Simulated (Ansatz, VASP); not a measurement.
# Fe (Fe wire along [100], 13 atoms a period) in two plane-wave programs, part 3 of 3

Wanted: the spread between two codes on one cell, functional and k mesh. Of the first pair: The structure shown is the start of the Ansatz relaxation below; VASP solves that cell, so the two are compared at the walk's first step.

VASP 6.6.1 and Ansatz 0.2.0.

So far. Step 4 (Side by side): The forces differ by 5.6 meV/Å r.m.s., which is 1.2 % of the r.m.s. force of 0.461 eV/Å (both taken over all components). Moments aren't recorded for both runs of this pair, so they may hold unlike magnetic states.

## Step 6: VASP: single point, PBE, relaxed cell, pair 2

Level of this step: PBE, spin-polarised from a ferromagnetic start; plane waves and PAW (Fe) (VASP).

The same cell, functional, mesh and smearing now go to VASP, with its own data sets.

Input file INCAR:

```
SYSTEM = Fe
PREC = Accurate
ENCUT = 600
EDIFF = 1E-06
NELM = 200
ISMEAR = -1
SIGMA = 0.05
LREAL = .FALSE.
ALGO = Normal
GGA = PE
NBANDS = 91
ISPIN = 2
MAGMOM = 2.82 2.95 2.82 2.95 2.08 2.95 2.82 2.95 2.82 2.14 2.14 2.14 2.14
LASPH = .TRUE.
LMAXMIX = 4
LORBIT = 11
LWAVE = .FALSE.
LCHARG = .FALSE.
ISIF = 2
GGA_COMPAT = .FALSE.
KPAR = 4
```

Input file POSCAR:

```
Fe
1.0
   12.4600000000      0.0000000000      0.0000000000
    0.0000000000     12.4600000000      0.0000000000
    0.0000000000      0.0000000000      2.7545926329
Fe
13
Direct
    0.2851152591      0.2851152591      0.0000000000
    0.2675478126      0.5000000000      0.0000000000
    0.2851152591      0.7148847409      0.0000000000
    0.5000000000      0.2675478126      0.0000000000
    0.5000000000      0.5000000000      0.0000000000
    0.5000000000      0.7324521874      0.0000000000
    0.7148847409      0.2851152591      0.0000000000
    0.7324521874      0.5000000000      0.0000000000
    0.7148847409      0.7148847409      0.0000000000
    0.3893303707      0.3893303707      0.5000000000
    0.3893303707      0.6106696293      0.5000000000
    0.6106696293      0.3893303707      0.5000000000
    0.6106696293      0.6106696293      0.5000000000
```

Input file KPOINTS:

```
Automatic mesh
0
Gamma
1 1 29
0 0 0
```

PAW data sets: Fe (PBE family, release 64).

The run is started by

```console
> mpirun -np 4 vasp_std
```

Numbers of over 12 decimals in the logs are rounded to 6 here.

The log of the run:

```text
[... set-up lines as in an earlier step ...]
 entering main loop
       N       E                     dE             d eps       ncg     rms          rms(c)
DAV:   1     0.887292146202E+03    0.88729E+03   -0.44010E+04  5460   0.124E+03
DAV:   2    -0.376115043757E+02   -0.92490E+03   -0.84772E+03  5460   0.289E+02
DAV:   3    -0.105749667457E+03   -0.68138E+02   -0.59470E+02  5774   0.117E+02
DAV:   4    -0.107696256108E+03   -0.19466E+01   -0.19222E+01  6000   0.213E+01
[...]
DAV:  27    -0.944963644590E+02    0.43172E-05   -0.17463E-06  4518   0.760E-03    0.566E-03
DAV:  28    -0.944963655448E+02   -0.10858E-05   -0.89960E-07  4067   0.810E-03    0.442E-03
DAV:  29    -0.944963657595E+02   -0.21471E-06   -0.33915E-07  3776   0.455E-03
   1 F= -.94496366E+02 E0= -.94436014E+02  d E =-.120704E+00  mag=    35.1642
```

OUTCAR, selected parts (step 6):

```text
  Total       -0.6512513     -0.6512513     -0.1150993      0.0000000     -0.0000000      0.0000000
  in kB       -2.4398644     -2.4398644     -0.4312109      0.0000000     -0.0000000      0.0000000
  external PRESSURE =      -1.7703133 kB  Pullay stress =       0.0000000 kB

 POSITION                                       TOTAL-FORCE (eV/Angst)
 -----------------------------------------------------------------------------------
      3.55254      3.55254      0.00000         0.030783      0.030783      0.000000
      3.33365      6.23000      0.00000         0.000634     -0.000000      0.000000
      3.55254      8.90746      0.00000         0.030783     -0.030783     -0.000000
      6.23000      3.33365      0.00000         0.000000      0.000634      0.000000
      6.23000      6.23000      0.00000         0.000000     -0.000000      0.000000
      6.23000      9.12635      0.00000        -0.000000     -0.000634     -0.000000
      8.90746      3.55254      0.00000        -0.030783      0.030783      0.000000
      9.12635      6.23000      0.00000        -0.000634     -0.000000     -0.000000
      8.90746      8.90746      0.00000        -0.030783     -0.030783      0.000000
      4.85106      4.85106      1.37730        -0.001205     -0.001205     -0.000000
      4.85106      7.60894      1.37730        -0.001205      0.001205     -0.000000
      7.60894      4.85106      1.37730         0.001205     -0.001205      0.000000
      7.60894      7.60894      1.37730         0.001205      0.001205      0.000000
 -----------------------------------------------------------------------------------
    total drift:                                0.000000     -0.000000      0.000000

  FREE ENERGIE OF THE ION-ELECTRON SYSTEM (eV)
  ---------------------------------------------------
  free  energy   TOTEN  =       -94.4963657595 eV

  energy  without entropy=      -94.3756616015  energy(sigma->0) =      -94.43601368

 magnetization (x)
# of ion       s       p       d       tot
------------------------------------------
    1        0.022   0.014   2.877   2.913
    2        0.007  -0.016   2.955   2.945
    3        0.022   0.014   2.877   2.913
    4        0.007  -0.016   2.955   2.945
    5       -0.005  -0.046   2.122   2.072
    6        0.007  -0.016   2.955   2.945
    7        0.022   0.014   2.877   2.913
    8        0.007  -0.016   2.955   2.945
    9        0.022   0.014   2.877   2.913
   10       -0.024  -0.062   2.199   2.113
   11       -0.024  -0.062   2.199   2.113
   12       -0.024  -0.062   2.199   2.113
   13       -0.024  -0.062   2.199   2.113
--------------------------------------------------
tot          0.012  -0.303  34.246  33.955

[... 1 part as in an earlier step ...]

[... 2 further parts left out ...]
[key lines of the parts left out:]
E-fermi :  -0.1660
```

## Step 7: Comparison

What differs besides the data sets and the points named for the pairs above, as far as they apply: the data sets hold 208 valence electrons in Ansatz (on its PAW soft_1 files) and 104 in VASP; the cutoff is 420 eV in Ansatz and 600 eV in VASP; Ansatz's pressure holds a Pulay correction, VASP's none; site moments are counted in spheres of each program's own size. Total energies have different zeros and are not compared.

Both answers:

```tsv
quantity	Ansatz	VASP	difference
pressure (GPa)	-0.09	-0.18	+0.09
total moment (μB)	35.16	35.16	0.00
moment on Fe2 (μB)	2.95	2.94	+0.01
moment on Fe4 (μB)	2.95	2.94	+0.01
moment on Fe8 (μB)	2.95	2.94	+0.01
moment on Fe6 (μB)	2.95	2.94	+0.01
moment on Fe3 (μB)	2.82	2.91	-0.09
moment on Fe1 (μB)	2.82	2.91	-0.09
moment on Fe7 (μB)	2.82	2.91	-0.09
moment on Fe9 (μB)	2.82	2.91	-0.09
```

At this near-relaxed geometry the largest component of a force difference is 20 meV/Å.

## Step 8: Summary of results

```yaml
r_m_s_force_difference_single_point_pbe_start_cell_pair_1: 1.2 % of the r.m.s. force
difference_in_total_moment_single_point_pbe_relaxed_cell_pair_2: -0.0038 μB
r_m_s_force_difference_single_point_pbe_relaxed_cell_pair_2: 12 meV/Å
```

**Reading.** The r.m.s. force difference is 12 meV/Å (single point, PBE, relaxed cell, pair 2), at about the 12 meV/Å picked in this series as the mark of a large difference. The data sets hold unlike numbers of valence electrons (208 in Ansatz and 104 in VASP), so part of the differences comes from the potentials. How closely two codes agree says nothing of how well the functional describes the real material.

[Lines on the potential files, build, host, timing and source positions are cut from VASP's logs without a mark.]

[Logs are printed without paths, hosts, clocks, repeated set-up lines and the standing remarks that a program may print on its own settings, such as how far it seeks lower states.]

[Hosts, paths, dates, database ids (printed as entryN), source tags and the programs' standing remarks are cut or masked in the printed files.]
